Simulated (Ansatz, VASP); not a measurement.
**One calculation of HfHF3, two programs**

```
Hf H F
1.0
     3.59029    0.00000    0.00000
     0.00000    3.59029    0.00000
     0.00000    0.00000    3.59029
Hf H F
1 1 3
Direct
  0.50000 0.50000 0.50000
  0.00000 0.00000 0.00000
  0.50000 0.00000 0.00000
  0.00000 0.50000 0.00000
  0.00000 0.00000 0.50000
```

Change from the starting cell: species swapped into the Mn3SnH type (Pm-3m, No. 221).

Alike in both runs: task relaxation of cell and atoms; functional PBE; k mesh 6 × 6 × 6; occupations gaussian, width 0.1 eV; no spin polarisation.

|  | VASP | Ansatz |
| --- | --- | --- |
| version | VASP 6.6.1 | Ansatz 0.2.0 |
| potentials or method | VASP PAW PBE potentials, release 64 (Hf_pv, H, F) | scalar-relativistic, plane waves, PAW |
| plane-wave cutoff (eV) | 600 | 420 |
| valence electrons in the cell | 32 | 48 |

```tsv
	VASP	Ansatz	Ansatz less VASP
gap on the k mesh at the Fermi level, each at its own relaxed structure (eV)	none	none	-
relaxed volume (Å³/atom)	9.11	9.26	+0.142
relaxed cell length with the largest relative difference (Å)	3.572	3.590	+0.0185
```

A gap of «none» marks a metal or a gap that the smearing closes. The two sets of potentials don't hold the same shells in valence.

The runs have no spin-orbit coupling, so splittings on Hf are missing.
